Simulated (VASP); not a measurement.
Consider the following.

```yaml
crystal:
  lattice:
    - [1.71651, -2.97308, 0.00000]
    - [1.71651, 2.97308, 0.00000]
    - [0.00000, 0.00000, 5.47694]
  atoms:
    - { symbol: Tl, position: [0.33333, 0.66667, 0.25000] }
    - { symbol: Tl, position: [0.66667, 0.33333, 0.75000] }
```

Computed with PBE GGA, VASP's PBE PAW potentials (set 64) (plane waves; VASP 6.6.1). Run with 300 eV cut-off, 8×8×4 Γ-centred mesh, Gaussian smearing of 0.050 eV, potentials Tl_d.

Question: Give the energies of bands 11 to 16 at the high-symmetry points, in eV from the Fermi level.

Answer: 
```json
[
 {"band": "11", "Γ": "-10.26", "M": "-5.87", "K": "-4.67", "A": "-8.78", "L": "-4.76", "H": "-4.10"},
 {"band": "12", "Γ": "-5.13", "M": "-4.79", "K": "-4.67", "A": "-8.78", "L": "-4.76", "H": "-4.10"},
 {"band": "13", "Γ": "-2.98", "M": "-0.71", "K": "-1.42", "A": "3.41", "L": "-2.40", "H": "-1.00"},
 {"band": "14", "Γ": "8.05", "M": "0.47", "K": "1.79", "A": "3.41", "L": "-2.40", "H": "-1.00"},
 {"band": "15", "Γ": "8.05", "M": "1.30", "K": "1.79", "A": "9.05", "L": "5.58", "H": "0.14"},
 {"band": "16", "Γ": "10.19", "M": "3.81", "K": "2.79", "A": "9.05", "L": "5.58", "H": "0.14"}
]
```

It has no gap at this level: it comes out as a metal or semimetal.

The structure is a typed Tl crystal (P6_3/mmc). The cell was not relaxed at this level.
